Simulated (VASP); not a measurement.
Write the native input for VASP 6.6.1 that does the following.

```yaml
Task: relaxation of cell and atoms
Functional: PBE
Potentials_or_basis: VASP PAW PBE potentials, release 64 (La, P, Ru_pv, O)
Cutoff: 600 eV
k_mesh: 8 × 8 × 4
Occupations: gaussian, width 0.03 eV
Spin: no spin polarisation
Further_INCAR_settings: ALGO = Normal; EDIFF = 1e-06; IBRION = 2; EDIFFG = -0.01; NSW = 90; ISIF = 3
```

The structure of LaPRuO lies in POSCAR:

```
LaPRuO
1.0
    4.0480000000      0.0000000000      0.0000000000
    0.0000000000      4.0480000000      0.0000000000
    0.0000000000      0.0000000000      8.4100000000
La P Ru O
2 2 2 2
Direct
    0.0000000000      0.5000000000      0.8490630000
    0.5000000000      0.0000000000      0.1509370000
    0.5000000000      0.0000000000      0.6470500000
    0.0000000000      0.5000000000      0.3529500000
    0.0000000000      0.0000000000      0.5000000000
    0.5000000000      0.5000000000      0.5000000000
    0.5000000000      0.5000000000      0.0000000000
    0.0000000000      0.0000000000      0.0000000000
```

The cell was built by a generator and needn't be a form met in nature.

These files were run (other wordings do the same):

INCAR

```
PREC = Accurate
ENCUT = 600
EDIFF = 1E-6
ISMEAR = 0
SIGMA = 0.03
LREAL = F
LASPH = T
NELM = 80
ALGO = Normal
ISIF = 3
LWAVE = F
LCHARG = F
GGA = PE
IBRION = 2
NSW = 90
EDIFFG = -0.01
KPAR = 2
```

KPOINTS

```
regular mesh
0
Gamma
  8 8 4
```

Potentials or basis: VASP PAW PBE potentials, release 64 (La, P, Ru_pv, O).

Command:

```bash
$ cat potpaw_PBE.64/La/POTCAR potpaw_PBE.64/P/POTCAR potpaw_PBE.64/Ru_pv/POTCAR potpaw_PBE.64/O/POTCAR > POTCAR
$ mpirun -np 2 vasp_std > vasp.out
```

It gave:

```
Relaxed volume                         : 17.52 Å³/atom
Relaxed cell                           : a = 4.062 Å, b = 4.062 Å, c = 8.498 Å, α = 90.00°, β = 90.00°, γ = 90.00°
Space group after relaxing (to 0.05 Å) : P4/nmm (No. 129)
Energy gained by relaxing              : 18.3 meV/atom
Ionic steps                            : 12
Pressure after relaxing                : 0.0 GPa
Largest force after relaxing           : 0.005 eV/Å
Band gap on the k mesh                 : none (metal or under the smearing width)
```

It took 15 min on 2 MPI ranks on Intel(R) Xeon(R) 6975P-C (Granite Rapids), with other jobs on the host, peak memory 0.52 GiB a rank.
